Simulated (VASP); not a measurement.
VASP input:

File KPOINTS:
```
kpoints
0
gamma
15 15 15
0 0 0
```

File POSCAR:
```
Rh
1.0
  0.0000000000   1.9000000000   1.9000000000
  1.9000000000   0.0000000000   1.9000000000
  1.9000000000   1.9000000000   0.0000000000
Rh
1
direct
  0.0000000000   0.0000000000   0.0000000000
```

**INCAR**
```
! general
SYSTEM  =Rh
PREC    =Accurate
ENCUT   =520   ! plane-wave cut-off (eV)
LREAL   =.False.
LASPH   =.True.

! electronic loop
EDIFF   =1E-6   ! SCF stop (eV)
NELM    =100   ! most electronic steps
ALGO    =Normal   ! blocked Davidson
LMAXMIX =4   ! l cut-off of mixed one-centre charges

! smearing
ISMEAR  =1   ! Methfessel-Paxton
SIGMA   =0.1   ! width (eV)

! functional
GGA     =ML
LUSE_VDW=.True.
AGGAC   =0.0
ZAB_VDW =-1.8867

! ions
IBRION  =2
NSW     =60
ISIF    =3   ! ions, shape and volume
EDIFFG  =-0.01   ! ionic stop

! output
LWAVE   =.False.
LCHARG  =.False.
```

POTCAR, in this order: Rh_pv (PBE.64 set). Program: vasp_std.

### Question
Translate this vdW-DF2 calculation to Quantum ESPRESSO's pw.x.

### Answer
One equivalent input (not run):
```
&CONTROL
  calculation = 'vc-relax'
  pseudo_dir = './pseudo'
  outdir = './out'
  tprnfor = .true.
  tstress = .true.
  nstep = 60
  forc_conv_thr = 0.00039
/
&SYSTEM
  ibrav = 0
  nat = 1
  ntyp = 1
  ecutwfc = 88
  occupations = 'smearing'
  smearing = 'methfessel-paxton'
  degauss = 0.00735
  input_dft = 'vdw-df2'
/
&ELECTRONS
  conv_thr = 7.3e-08
  electron_maxstep = 100
/
&IONS
/
&CELL
/
ATOMIC_SPECIES
  Rh 102.906 Rh.upf
CELL_PARAMETERS angstrom
     0.0000000    1.9000000    1.9000000
     1.9000000    0.0000000    1.9000000
     1.9000000    1.9000000    0.0000000
ATOMIC_POSITIONS crystal
  Rh   0.0000000  0.0000000  0.0000000
K_POINTS automatic
  15 15 15 0 0 0
```
What does not carry over: the potentials are each code's own (VASP's PAW set, PseudoDojo norm-conserving files in pw.x), so ENCUT and ecutwfc are chosen apart and not converted; conv_thr bounds pw.x's estimated SCF error, while EDIFF bounds the energy change between steps; forc_conv_thr acts on force components and is met together with etot_conv_thr.

The compound is Rh in the fcc structure. This run relaxes it. Symmetry was kept, so distortions that lower it aren't found.
